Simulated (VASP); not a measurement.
OSZICAR of a VASP run on TiC (space group Fm-3m):

### OSZICAR
```
       N       E                     dE             d eps       ncg     rms          rms(c)
DAV:   1     0.101792275381E+03    0.10179E+03   -0.73768E+03   384   0.134E+03
DAV:   2    -0.162947319320E+02   -0.11809E+03   -0.11280E+03   388   0.345E+02
DAV:   3    -0.239850149481E+02   -0.76903E+01   -0.73831E+01   524   0.885E+01
DAV:   4    -0.243262584595E+02   -0.34124E+00   -0.34095E+00   480   0.176E+01
DAV:   5    -0.243336261336E+02   -0.73677E-02   -0.73665E-02   548   0.232E+00    0.184E+01
DAV:   6    -0.194227642978E+02    0.49109E+01   -0.32247E+01   436   0.698E+01    0.732E+00
DAV:   7    -0.187507213686E+02    0.67204E+00   -0.52130E+00   480   0.288E+01    0.484E+00
DAV:   8    -0.187092175638E+02    0.41504E-01   -0.13081E-01   416   0.468E+00    0.315E+00
DAV:   9    -0.187029171903E+02    0.63004E-02   -0.18200E-01   428   0.536E+00    0.812E-01
DAV:  10    -0.186993813247E+02    0.35359E-02   -0.16531E-02   524   0.182E+00    0.594E-01
DAV:  11    -0.186976978439E+02    0.16835E-02   -0.10053E-02   404   0.149E+00    0.145E-01
DAV:  12    -0.186976428030E+02    0.55041E-04   -0.11477E-03   432   0.450E-01    0.477E-02
DAV:  13    -0.186976209072E+02    0.21896E-04   -0.49279E-05   504   0.771E-02    0.148E-02
DAV:  14    -0.186976188698E+02    0.20375E-05   -0.42765E-06   444   0.261E-02    0.542E-03
DAV:  15    -0.186976182964E+02    0.57332E-06   -0.12847E-06   344   0.176E-02
   1 F= -.18697618E+02 E0= -.18691890E+02  d E =-.114563E-01
```

Q: Which electronic solver shows in the log?

A: It is blocked Davidson (ALGO = Normal, or the opening steps of other solvers). The INCAR had ALGO = Normal.

Q: Can the final energy be trusted as converged?

A: The run converged. It stopped with EDIFF = 1E-6, NELM = 100 (PBE GGA, plane waves, VASP's PBE PAW potentials (set 64)).

The structure is a typed TiC crystal (Fm-3m). The cell was not relaxed at this level. The k-mesh is coarse (spacing up to 0.42 per Å, 2π included), so the numbers may not be converged in it. The run is one of a series of settings (KPOINTS 6×6×6 Γ-centred mesh against the base run), some of them coarse on purpose.
